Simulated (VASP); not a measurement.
## Cr2Co under changes of volume

One of the cells (11.878 Å³/atom); the others are scaled copies at fixed shape and fractional positions:

```xyz
6
Lattice="0.0000 3.2907 3.2907 3.2907 0.0000 3.2907 3.2907 3.2907 0.0000" Properties=species:S:1:pos:R:3 pbc="T T T"
Co    0.0000    0.0000    0.0000
Co    1.6454    1.6454    1.6454
Cr    4.1134    4.1134    4.1134
Cr    4.1134    2.4681    2.4681
Cr    2.4681    4.1134    2.4681
Cr    2.4681    2.4681    4.1134
```

The cell comes from a database or a generator and needn't be the stable form of this composition.

* Program: VASP 6.6.1
* Functional: PBE
* Potentials or basis: VASP PAW PBE potentials, release 64 (Co, Cr_pv)
* Cutoff: 520 eV
* k mesh: 7 × 7 × 7
* Occupations: fermi-dirac, width 0.05 eV
* Spin: collinear spin, ferromagnetic start
* Starting moments: [2.0, 2.0, 3.0, 3.0, 3.0, 3.0] μB

```csv
volume (Å³/atom),energy over the lowest point (meV/atom),pressure (GPa),moment (μB per cell)
10.947,23.74,13.6,0.51
11.180,7.98,8.0,0.71
11.413,0.00,3.0,0.88
11.878,3.97,-5.4,1.22
12.111,14.41,-8.9,1.37
12.344,?,?,?
```

What does the run at 12.344 Å³/atom give?

Energy over the lowest point 29.68 meV/atom; pressure -12.1 GPa; moment 1.51 μB per cell.

Worked out: A Birch-Murnaghan fit of order 3 (a polynomial in V^(-2/3)) to the other rows has its minimum at 11.57 Å³/atom with B0 = V·E''(V) = 217 GPa and B' = 5.0. It gives 29.65 meV/atom at 12.344 Å³/atom, against the run's 29.68, and -dE/dV = -12.0 GPa, against -12.1. A parabola through the other rows of the moment, of slope 0.589 μB per Å³/atom there, extrapolates to 1.51 μB, against the run's 1.51.

Energies are extrapolated to zero smearing.
